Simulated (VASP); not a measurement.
Here is the system:

```yaml
crystal:
  lattice:
    - [1.80096, -3.16632, 0.00000]
    - [1.80096, 3.16632, 0.00000]
    - [0.00000, 0.00000, 5.79471]
  atoms:
    - { symbol: Zr, position: [0.00000, 0.00000, 0.00000] }
    - { symbol: S, position: [0.33333, 0.66667, 0.25000] }
    - { symbol: S, position: [0.68374, 0.35040, 0.75000] }
```

Level of theory: PBE GGA, VASP's PBE PAW potentials (set 64) (plane waves; VASP). Numerical set-up: 400 eV cut-off, KSPACING 0.35 per Å, Gaussian smearing of 0.050 eV, potentials Zr_sv S.

**Question.** Predict the energy per atom (σ→0), pressure, largest force.

**Answer.** 
```json
{
 "energy per atom (σ→0)": "-686.7 kJ/mol of atoms",
 "pressure": "3.81 GPa",
 "largest_force": "0.380 eV/Å"
}
```

Only differences to runs with the same potentials and settings are physical.

The compound is ZrS2 in the 1T layered structure. The cell was not relaxed at this level, atoms are displaced from their ideal sites. The run is one of a series of settings (KGAMMA = .TRUE., KSPACING = 0.35, KPOINTS file removed against the base run), some of them coarse on purpose.
